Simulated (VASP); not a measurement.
Consider the following.

```
NiO
1.0
    2.54003     0.00000     0.00000
    0.00000     2.54003     0.00000
    0.00000     0.00000     2.54003
Ni O
1 1
Direct
  0.00000   0.00000   0.00000
  0.50000   0.50000   0.50000
```

Method: PBEsol GGA, VASP's PBE PAW potentials (set 64) (plane waves; VASP). Settings: 520 eV cut-off, 16×16×16 Γ-centred mesh, tetrahedra with Blöchl corrections, potentials Ni O.

Task: Estimate the energy per atom (σ→0), band gap (on the k-mesh) with the smallest direct gap where there is one.

Result: 
The band gap (on the k-mesh) comes out as none (metal, semimetal or under 0.01 eV) and the energy per atom (σ→0) comes out as -5.743 eV/atom.

Only differences to runs with the same potentials and settings are physical.

The structure was generated: NiO was put into the CsCl type type (Pm-3m), which need not be its known phase. It was relaxed first, which changed the volume by +9 %. The run is not spin-polarised, so no magnetic state was tried.
